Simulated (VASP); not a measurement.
Here is the system:

```xyz
3
Lattice="0.0000 2.6902 2.7504 2.7134 0.0000 2.7504 2.7134 2.6902 0.0000" Properties=species:S:1:pos:R:3 pbc="T T T"
Si     1.3567     1.3451     1.3752
Si     4.0701     4.0353     4.1256
Ni     0.0668     0.0000     0.0000
```

These are PBE GGA, VASP's PBE PAW potentials (set 64) (plane waves; VASP) values and carry that method's errors. Numerical set-up: 520 eV cut-off, 9×9×9 Γ-centred mesh, first-order Methfessel-Paxton smearing of 0.10 eV, potentials Si Ni.

Which forces act on the atoms, in eV/Å?

| atom | Fx | Fy | Fz |
|---|---|---|---|
| Si1 | 0.317 | 0.000 | 0.000 |
| Si2 | 0.317 | 0.000 | 0.000 |
| Ni3 | -0.635 | 0.000 | 0.000 |

Give the stress tensor in GPa (positive for a compressed cell).

```
1.48  0.00  0.00
0.00  2.17  0.00
0.00  0.00  0.68
```
The pressure is its mean diagonal, 1.44 GPa.

The compound is NiSi2 in the fluorite structure. The cell was not relaxed at this level, atoms are displaced from their ideal sites. The run is one of a series of settings (ENCUT = 520 against the base run), some of them coarse on purpose. The run is not spin-polarised, so no magnetic state was tried.
